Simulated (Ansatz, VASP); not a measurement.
# Cross-check of Sn between VASP and Ansatz

One calculation is typed for both programs; each brings its own data sets. How far apart do they land? The cell is taken from a series of runs on this material, whose earlier steps may have relaxed, scaled, displaced or heated it; both programs get it as it stands.

Calculated with Ansatz 0.2.0; plane waves, with VASP 6.6.1 beside it; zone-centre phonons at LDA.

**1. The structure**

It takes space group Fd-3m (No. 227, cubic). The conventional cell has a = 6.475 Å, b = 6.475 Å, c = 6.475 Å, α = 90.00°, β = 90.00°, γ = 90.00°. Nearest to Sn lie 4 Sn at 2.80 Å.

Structure file:

```cif
data_structure
_symmetry_space_group_name_H-M 'P 1'
_symmetry_Int_Tables_number 1
_cell_length_a 4.5785
_cell_length_b 4.5785
_cell_length_c 4.5785
_cell_angle_alpha 60.000
_cell_angle_beta 60.000
_cell_angle_gamma 60.000
_cell_volume 67.86
loop_
_atom_site_label
_atom_site_type_symbol
_atom_site_fract_x
_atom_site_fract_y
_atom_site_fract_z
_atom_site_occupancy
Sn1 Sn 0.00000 0.00000 0.00000 1
Sn2 Sn 0.25000 0.25000 0.25000 1
```

**2. VASP: zone-centre phonons, LDA**

Second derivatives magnify differences that forces hide, and they need a tight electronic threshold.

Lines of VASP's logs that name or quote its potential files are left out, and so is its time.

Contents of INCAR:

```
SYSTEM = Sn
PREC = Accurate
ENCUT = 500
EDIFF = 1E-08
NELM = 120
ISMEAR = 0
SIGMA = 0.27211
LREAL = .FALSE.
ALGO = Normal
GGA = CA
NBANDS = 20
LORBIT = 11
LWAVE = .FALSE.
LCHARG = .FALSE.
ISIF = 2
IBRION = 8
LASPH = .TRUE.
GGA_COMPAT = .FALSE.
KPAR = 2
```

Contents of POSCAR:

```
Sn
1.0
    0.0000000000      3.2374592442      3.2374592442
    3.2374592442      0.0000000000      3.2374592442
    3.2374592442      3.2374592442      0.0000000000
Sn
2
Direct
    0.0000000000      0.0000000000      0.0000000000
    0.2500000000      0.2500000000      0.2500000000
```

Contents of KPOINTS:

```
Automatic mesh
0
Gamma
10 10 10
0 0 0
```

PAW data sets: Sn_d (LDA family, release 64).

The run is started by

```bash
$ mpirun -np 2 vasp_std
```

The log of the run:

```text
[banner, memory and clock lines left out]
running    2 mpi-ranks, on    1 nodes
 distrk:  each k-point on    1 cores,    2 groups
 distr:  one band on    1 cores,    1 groups

 POSCAR found type information on POSCAR Sn
 POSCAR found :  1 types and       2 ions
 LDA part: xc-table for (Slater(with rela. corr.)+CA(PZ))
 , standard interpolation
 POSCAR, INCAR and KPOINTS ok, starting setup
 FFT: planning ... GRIDC
 FFT: planning ... GRID_SOFT
 FFT: planning ... GRID
 WAVECAR not read
 entering main loop
       N       E                     dE             d eps       ncg     rms          rms(c)
DAV:   1     0.222628527189E+03    0.22263E+03   -0.14374E+04  1904   0.196E+03
DAV:   2     0.150387397777E+02   -0.20759E+03   -0.20374E+03  1892   0.448E+02
DAV:   3    -0.824804818390E+01   -0.23287E+02   -0.23123E+02  2180   0.144E+02
DAV:   4    -0.903949180173E+01   -0.79144E+00   -0.79103E+00  2104   0.296E+01
DAV:   5    -0.907221482089E+01   -0.32723E-01   -0.32722E-01  2700   0.566E+00    0.334E+00
DAV:   6    -0.898604627633E+01    0.86169E-01   -0.41961E-02  2308   0.236E+00    0.187E+00
DAV:   7    -0.894356782107E+01    0.42478E-01   -0.61842E-02  1948   0.223E+00    0.145E-01
DAV:   8    -0.894413252941E+01   -0.56471E-03   -0.51902E-03  2160   0.792E-01    0.564E-02
DAV:   9    -0.894422702144E+01   -0.94492E-04   -0.17195E-04  2424   0.994E-02    0.141E-02
DAV:  10    -0.894422558025E+01    0.14412E-05   -0.16103E-05  2548   0.481E-02    0.429E-03
DAV:  11    -0.894422604992E+01   -0.46968E-06   -0.12429E-06  2044   0.761E-03    0.150E-03
DAV:  12    -0.894422605091E+01   -0.98407E-09   -0.62545E-08  2084   0.207E-03
   1 F= -.89442261E+01 E0= -.89406295E+01  d E =-.719304E-02
 Linear response reoptimize wavefunctions to high precision
DAV:   1    -0.894422605052E+01    0.38290E-09   -0.57818E-09  1944   0.685E-04
DAV:   2    -0.894422605053E+01   -0.90949E-11   -0.31809E-10  1240   0.186E-04
 Linear response DOF=           1
 Linear response progress:
  Degree of freedom:   1/  1
       N       E                     dE             d eps       ncg     rms          rms(c)
RMM:   1    -0.216452883164E+00   -0.21645E+00    0.60220E-01  8585   0.103E+01
RMM:   2    -0.223284000932E+00   -0.68311E-02   -0.20304E-02 11983   0.119E+00    0.701E-02
RMM:   3    -0.223464612195E+00   -0.18061E-03   -0.16782E-03 12573   0.330E-01    0.325E-02
RMM:   4    -0.223382267032E+00    0.82345E-04   -0.11851E-04 12596   0.995E-02    0.109E-02
RMM:   5    -0.223380322796E+00    0.19442E-05   -0.17103E-05 12806   0.327E-02    0.380E-03
RMM:   6    -0.223382025575E+00   -0.17028E-05    0.50486E-06 12616   0.975E-03    0.173E-03
RMM:   7    -0.223382775177E+00   -0.74960E-06   -0.92059E-07 12633   0.352E-03    0.360E-04
RMM:   8    -0.223380491073E+00    0.22841E-05   -0.22035E-07 12838   0.128E-03    0.234E-04
RMM:   9    -0.223379227291E+00    0.12638E-05   -0.33144E-07 12911   0.521E-04    0.380E-05
RMM:  10    -0.223379477143E+00   -0.24985E-06    0.16357E-07 13366   0.240E-04    0.328E-05
RMM:  11    -0.223379387049E+00    0.90094E-07   -0.44067E-08 13085   0.134E-04    0.764E-06
RMM:  12    -0.223379376374E+00    0.10675E-07    0.39383E-08 13868   0.882E-05    0.565E-06
RMM:  13    -0.223379367748E+00    0.86259E-08    0.41536E-09 13733   0.679E-05    0.190E-06
 first order change of Fermi-energy   0.88377E-04
 force on displaced ion       1 direction 1 :  -7.551  -0.000  -0.000
 Linear response finished
```

From OUTCAR (step 2):

```text
ion  position               nearest neighbor table
   1  0.000  0.000  0.000-   2 2.80   2 2.80   2 2.80   2 2.80
   2  0.250  0.250  0.250-   1 2.80   1 2.80   1 2.80   1 2.80

  LATTYP: Found a face centered cubic cell.
 ALAT       =     6.4749184884

 Subroutine GETGRP returns: Found 48 space group operations
 (whereof 24 operations were pure point group operations)

The static configuration has the point symmetry T_d .
 The point group associated with its full space group is O_h .

 Found     47 irreducible k-points:

   k-points           NKPTS =     47   k-points in BZ     NKDIM =     47   number of bands    NBANDS=     20

   dimension x,y,z NGX =    36 NGY =   36 NGZ =   36
   dimension x,y,z NGXF=    72 NGYF=   72 NGZF=   72

   ENCUT  =  500.0 eV  36.75 Ry    6.06 a.u.   8.35  8.35  8.35*2*pi/ulx,y,z

   NELECT =      28.0000    total number of electrons

 k-points in reciprocal lattice and weights: Automatic mesh
   0.00000000  0.00000000  0.00000000       0.001
   0.10000000  0.00000000  0.00000000       0.008
   0.20000000  0.00000000  0.00000000       0.008
   0.30000000  0.00000000  0.00000000       0.008
   0.40000000  0.00000000  0.00000000       0.008
   0.50000000  0.00000000  0.00000000       0.004
   0.10000000  0.10000000  0.00000000       0.006
   0.20000000  0.10000000  0.00000000       0.024
   0.30000000  0.10000000  0.00000000       0.024
[...]
-0.30000000  0.40000000  0.20000000       0.024
  -0.30000000  0.50000000  0.20000000       0.012

 average (electrostatic) potential at core
       1-101.3316       2-101.3316

  Total        0.0074333      0.0074333      0.0074333     -0.0000000     -0.0000000      0.0000000
  in kB        0.1754883      0.1754883      0.1754883     -0.0000000     -0.0000000      0.0000000
  external PRESSURE =       0.1754883 kB  Pullay stress =       0.0000000 kB

  energy-cutoff  :      500.00
  volume of cell :       67.86
      direct lattice vectors                 reciprocal lattice vectors
     0.000000000  3.237459244  3.237459244    -0.154442099  0.154442099  0.154442099
     3.237459244  0.000000000  3.237459244     0.154442099 -0.154442099  0.154442099
     3.237459244  3.237459244  0.000000000     0.154442099  0.154442099 -0.154442099

 POSITION                                       TOTAL-FORCE (eV/Angst)
 -----------------------------------------------------------------------------------
      0.00000      0.00000      0.00000        -0.000000     -0.000000     -0.000000
      1.61873      1.61873      1.61873         0.000000      0.000000      0.000000
 -----------------------------------------------------------------------------------
    total drift:                                0.000000      0.000000      0.000000

 Eigenvectors and eigenvalues of the dynamical matrix
 ----------------------------------------------------

   1 f  =    5.575866 THz    35.034201 2PiTHz  185.990879 cm-1    23.059920 meV
             X         Y         Z           dx          dy          dz
      0.000000  0.000000  0.000000     0.000000   -0.707107    0.000000
      1.618730  1.618730  1.618730     0.000000    0.707107    0.000000

   2 f  =    5.575866 THz    35.034201 2PiTHz  185.990879 cm-1    23.059920 meV
             X         Y         Z           dx          dy          dz
      0.000000  0.000000  0.000000    -0.707107    0.000000    0.000000
      1.618730  1.618730  1.618730     0.707107    0.000000    0.000000

   3 f  =    5.575866 THz    35.034201 2PiTHz  185.990879 cm-1    23.059920 meV
             X         Y         Z           dx          dy          dz
      0.000000  0.000000  0.000000     0.000000    0.000000   -0.707107
      1.618730  1.618730  1.618730     0.000000    0.000000    0.707107

   4 f  =    0.000000 THz     0.000000 2PiTHz    0.000000 cm-1     0.000000 meV
             X         Y         Z           dx          dy          dz
      0.000000  0.000000  0.000000     0.707107    0.000000    0.000000
      1.618730  1.618730  1.618730     0.707107    0.000000    0.000000

   5 f  =    0.000000 THz     0.000000 2PiTHz    0.000000 cm-1     0.000000 meV
             X         Y         Z           dx          dy          dz
      0.000000  0.000000  0.000000     0.000000    0.707107    0.000000
      1.618730  1.618730  1.618730     0.000000    0.707107    0.000000

   6 f  =    0.000000 THz     0.000000 2PiTHz    0.000000 cm-1     0.000000 meV
             X         Y         Z           dx          dy          dz
      0.000000  0.000000  0.000000     0.000000    0.000000    0.707107
      1.618730  1.618730  1.618730     0.000000    0.000000    0.707107

 ELASTIC MODULI CONTR FROM IONIC RELAXATION (kBar)
 Direction    XX          YY          ZZ          XY          YZ          ZX
 --------------------------------------------------------------------------------
 XX           0.0000      0.0000      0.0000      0.0000      0.0000      0.0000
 YY           0.0000      0.0000      0.0000      0.0000      0.0000      0.0000
 ZZ           0.0000      0.0000      0.0000      0.0000      0.0000      0.0000
 XY           0.0000      0.0000      0.0000   -219.4678      0.0000      0.0000
 YZ           0.0000      0.0000      0.0000      0.0000   -219.4678      0.0000
 ZX           0.0000      0.0000      0.0000      0.0000      0.0000   -219.4678
 --------------------------------------------------------------------------------
```

**3. Ansatz: zone-centre phonons, LDA**

Ansatz runs on norm-conserving files, of PseudoDojo where its log says so.

The same cell, functional (in two slightly different forms), mesh and smearing now go to Ansatz.

Contents of input.yaml:

```yaml
crystal:
  lattice:
    - [0.0, 3.2374592442, 3.2374592442]
    - [3.2374592442, 0.0, 3.2374592442]
    - [3.2374592442, 3.2374592442, 0.0]
  atoms:
    - { symbol: Sn, position: [0.0, 0.0, 0.0] }
    - { symbol: Sn, position: [0.25, 0.25, 0.25] }
kpoints:
  mp_grid: { grid: [10, 10, 10] }
hamiltonian:
  xc: lda
  pseudopotentials: { kind: nc, accuracy: standard }
scf:
  occupations: { method: gaussian, width: 0.27211 }
output:
  eigenvalues: true
basis:
  ecutwfc: 870.764
phonons:
  method: dfpt
  qmesh: [2, 2, 2]
  temperatures: { t_max: 1000, t_step: 50 }
  qpath:
    path:
      - [[0.0, 0.0, 0.0], [0.5, 0.0, 0.5], [0.625, 0.25, 0.625]]
      - [[0.375, 0.375, 0.75], [0.0, 0.0, 0.0], [0.5, 0.5, 0.5], [0.5, 0.25, 0.75], [0.5, 0.0, 0.5]]
    npoints: 10
```

The run is started by

```bash
$ ansatz run input.yaml --threads 8 --pin off --max-ram 16384MiB --backend cpu --events-out ev --progress --plain --runs-dir out
```

The log of the run:

```text
Warning: basis.ecutwfc = 870.764 eV is below the records' recommended 979.609905 eV, and the density's cutoff is lower with it unless basis.ecutrho_ratio is high enough to keep the records' density cutoff: compare with a run at a higher cutoff
Engine: ansatz 0.2.0, aarch64-unknown-linux-gnu
Pseudopotentials: kind: nc
Pseudopotential: Sn, nc, valence charge 14, recommended cutoff 979.609905 eV (normal), Sn.nc.azcp (PseudoDojo's, or run here from an input of PseudoDojo's; its table is named by hamiltonian.pseudopotentials.accuracy)
Functional definition: SPW92
  exchange = slater_x
  correlation = pw_c
Crystal: 2 atoms, lattice volume = 67.865 Å³
Basis set: ecut = 870.764 eV, 3839 PW (Γ), exchange–correlation on 96×96×96 points (8 copies of the dense FFT grid, shifted against one another)
Bands: 18, of which v1, the nominal top of the filled ones, is band 14 counted from 1 (13 counted from 0)
Symmetry: 48 space group operations
k-points: 47 of 1000
Non-local potential: Sn, projectors of the file, l = 0: 2, l = 1: 2, l = 2: 2
Initial density: superposition of atomic densities (chi_scale 0.1, normalization cell)
Initial wavefunctions: pseudopotential atomic-orbital guess
Functional: x = slater, c = lda
SCF iter   1: F=—  HF=-4276.547790 eV  |F-HF|=—  |Δ(HF+E_count)|=         —  Δρ=2.22e-2  dr2=3.48e-1  ethr=3.10e-3  ⟨swp⟩=5.3  Hψ=3928  notcnv=0
preconditioner: auto → Kerker (q_TF=auto, 2.354 Å⁻¹)  [metal: Δε(μ)=0.063 eV  Ē_g=20.019 eV  σ=0.272 eV  W_gap=0.13  n_scr=14 (ndim 8)  ℏωp=23.9 eV  f_vac=0.007  D(μ)=0.17/eV (n_scr^D=0)]
SCF iter   2: F=—  HF=-4276.488487 eV  |F-HF|=—  |Δ(HF+E_count)|=   5.93e-2  Δρ=1.41e-2  dr2=1.61e-1  ethr=1.24e-3  ⟨swp⟩=1.0  Hψ=1222  notcnv=0
SCF iter   3: F=—  HF=-4276.445484 eV  |F-HF|=—  |Δ(HF+E_count)|=   4.30e-2  Δρ=3.02e-3  dr2=1.13e-2  ethr=5.74e-4  ⟨swp⟩=2.0  Hψ=1507  notcnv=0
SCF iter   4: F=—  HF=-4276.444008 eV  |F-HF|=—  |Δ(HF+E_count)|=   1.48e-3  Δρ=1.95e-3  dr2=1.82e-3  ethr=4.04e-5  ⟨swp⟩=2.0  Hψ=1508  notcnv=0
SCF iter   5: F=—  HF=-4276.443671 eV  |F-HF|=—  |Δ(HF+E_count)|=   3.37e-4  Δρ=8.69e-4  dr2=3.40e-4  ethr=6.48e-6  ⟨swp⟩=2.0  Hψ=1476  notcnv=0
SCF iter   6: F=—  HF=-4276.443600 eV  |F-HF|=—  |Δ(HF+E_count)|=   7.12e-5  Δρ=1.52e-4  dr2=1.02e-5  ethr=1.22e-6  ⟨swp⟩=2.1  Hψ=1382  notcnv=0
SCF iter   7: F=—  HF=-4276.443594 eV  |F-HF|=—  |Δ(HF+E_count)|=   5.80e-6  Δρ=1.93e-5  dr2=2.49e-7  ethr=3.63e-8  ⟨swp⟩=2.0  Hψ=1494  notcnv=0
SCF iter   8: F=—  HF=-4276.443691 eV  |F-HF|=—  |Δ(HF+E_count)|=   9.70e-5  Δρ=3.16e-6  dr2=4.74e-9  ethr=8.89e-10  ⟨swp⟩=2.0  Hψ=1518  notcnv=0
SCF iter   9: F=—  HF=-4276.443691 eV  |F-HF|=—  |Δ(HF+E_count)|=   1.40e-9  Δρ=4.92e-7  dr2=7.87e-11  ethr=1.69e-11  ⟨swp⟩=2.0  Hψ=1513  notcnv=0
SCF iter  10: F=-4276.443691 eV  HF=-4276.443691 eV  |F-HF|=4.55e-12  |Δ(HF+E_count)|=  5.46e-12  Δρ=4.80e-8  dr2=8.55e-13  ethr=1.00e-12  ⟨swp⟩=8.0  Hψ=5171  notcnv=0
SCF 1 converged in 10 iterations: F = -4276.443691 eV  dr2 = 8.55e-13
NSCF: frozen V_eff on 47 k-points
WARN: eigensolver did not converge in 3 slots of this pass, the one above among them; of largest residual over every band (k=11): 1 band(s) unlocked (lowest unlocked band 17, counted from 0; max residual 1.27e-5 eV among the unlocked bands, 1.27e-5 eV over every band); of lowest unlocked band (k=3): band 17
NSCF: frozen V_eff on 102 k-points
DFPT response loops at q = (0, 0, 0) (fractional): preconditioner auto → Kerker (q_TF=auto, 2.354 Å⁻¹) (partly filled bands, converged f_vac=0.083); β = 1.00, the filter's whole step (`scf.mixing.beta` (0.50) is not read by the response loops under this deck's `scf.mixing.preconditioner`; to damp them name `kerker` or `kerker_dos`, under which they read `scf.mixing.beta`, and type it under 1.00, their step now; both keys bind the ground state too); Broyden in place of MSR1
NSCF: frozen V_eff on 564 k-points
DFPT response loops at q = (0, 0, -0.5) (fractional): mixed as the last ones told, above
NSCF: frozen V_eff on 342 k-points
DFPT response loops at q = (0, -0.5, -0.5) (fractional): mixed as the last ones told, above
SCF converged after 10 iterations
Free energy (F): -4276.443691 eV
Harris-Foulkes:  -4276.443691 eV  (|F-HF|=4.55e-12)
Internal energy: -4276.436350 eV  (E = F + TS)
E sigma→0 (E₀):  -4276.440020 eV
Entropy (-TS):   -0.007341 eV (-3.670 meV/atom)
Fermi energy:    7.825326 eV
--- Per-component energies (eV) ---
  E_band       = -247.491524
  E_kinetic    = 2543.484460
  E_local      = -3267.934648  (includes V_loc(G=0)·N_el)
  E_nonlocal   = -1206.089276
  E_hartree    = 1183.323183
  E_xc         = -1181.186728
  E_vxc        = -683.598417  (∫ρ·V_xc dr)
  E_ewald      = -2348.033341
  E_smearing   = -0.007341  (= −TS)
  E_closure    = -0.000000  (closes the sum)
  Σ components = -4276.443691   (vs F -4276.443691, Δ=0.00e0)
--- Band table (eV; the first three rows and the last of 47) ---
  k-point 0: bands = [... 10 lower, -2.8819, 7.0280, 7.9176, 7.9176, 7.9176, 9.9936, 9.9936, 9.9936]
  k-point 1: bands = [... 10 lower, -2.7847, 5.9455, 7.7209, 7.7209, 8.3365, 10.2457, 10.2457, 10.4097]
  k-point 2: bands = [... 10 lower, -2.4990, 4.4411, 7.3426, 7.3426, 8.2333, 10.7129, 10.7129, 11.5828]
  k-point 46: bands = [... 10 lower, 0.2764, 0.2764, 4.8057, 4.8057, 10.5974, 10.5974, 12.5377, 12.5377]
--- Phonons (Γ-DFPT): 1 representative perturbation + reference (Σ response iterations 3) ---
  ASR residual: 2.609e-5 → 0.000e0 eV/Å²; symmetrization residual: 9.681e-14 eV/Å²
  ASR residual per site (eV/Å²): 2.61e-5 2.61e-5
  Γ frequencies (cm⁻¹): 0.00 0.00 0.00 185.43 185.43 185.43
--- Phonons (arbitrary-q DFPT): 3 irreducible q on the 2×2×2 mesh ---
  q = [0.0000, 0.0000, 0.0000] (star 1, of the zone-centre solve; hermiticity 1.14e-14, symmetrization 1.30e-14): -0.00 -0.00 0.00 185.43 185.43 185.43
  q = [0.0000, 0.0000, -0.5000] (star 4, 1 solved perturbation on 282 of 1000 k-point pairs; hermiticity 9.22e-13, symmetrization 1.78e-12, the responses' own estimated error 4.2e-4 eV/Å²): 32.05 32.05 130.31 158.10 185.80 185.80
  q = [0.0000, -0.5000, -0.5000] (star 3, 2 solved perturbations in 273 linear systems a pass and spin channel, the states on 171 of 1000 k-point pairs; hermiticity 5.51e-13, symmetrization 1.11e-12, the responses' own estimated error 4.5e-4 eV/Å²): 37.14 37.14 150.60 150.60 180.60 180.60
  sum rule: each row above includes the acoustic sum rule's correction from the zone centre's row sums; it moved no ω² by more than (0.24 cm⁻¹)²
  mesh force constants: q→R imaginary residual 1.85e-17; ASR residual 2.609e-5 → 0.000e0 eV/Å²; symmetrization residual 8.882e-15 eV/Å²
  interpolated dispersion: 62 rows × 6 modes
  density of states and harmonic sums: on the 18×18×18 q-mesh, interpolated from the force constants of a 2×2×2 supercell (no non-analytic term)
  largest difference from the sums on the solved wave vectors: F 7.90e-2 eV, S 1.11e-4 and C_V 3.23e-5 eV/K
  zero-point energy: 0.045067 eV/cell   skipped modes (ω ≤ 0): 3   left out of the sums: 8.57e-5 of the cell's modes: C_V's classical limit lies that fraction below 3 k_B per atom; for a crystal, a wire or a layer, F and S can be off by more, and a phonons.interpolated_qmesh denser along its periods is the remedy for the sampling
```

The column dr2 measures how far the density is from self-consistency, as an energy; F and HF (Harris–Foulkes) agree once it is small.

**4. Differences**

Known differences besides the potentials themselves: the two LDA forms differ slightly; VASP's run holds the zone centre alone; the cutoff is 870.764 eV in Ansatz and 500 eV in VASP; VASP's log shows a relativistic correction to its local exchange, Ansatz's none; Ansatz's log warns that its cutoff lies below the recommended one. Total energies have different zeros and are not compared.

Both answers:

```
                  quantity  Ansatz   VASP  difference
optical mode 1 to 3 (cm⁻¹)   185.4  186.0     -0.30 %
```

Modes are paired by rising frequency, not by their patterns, so a pair may set unlike modes beside each other; they are those without the splitting of longitudinal modes.

**5. What came out**

```json
{
  "r.m.s. difference of the optical zone-centre modes, each program's sorted by frequency (zone-centre phonons, LDA)": "0.56 cm⁻¹"
}
```

**Reading.** The r.m.s. difference of the optical zone-centre modes, each program's sorted by frequency is 0.56 cm⁻¹ (zone-centre phonons, LDA). How closely two codes agree says nothing of how well the functional describes the real material.

[Lines on the potential files, build, host, timing and source positions are cut from VASP's logs without a mark.]

[Logs are printed without paths, hosts, clocks, repeated set-up lines and the standing remarks that a program may print on its own settings, such as how far it seeks lower states.]

[Hosts, paths, dates, database ids (printed as entryN), source tags and the programs' standing remarks are cut or masked in the printed files.]
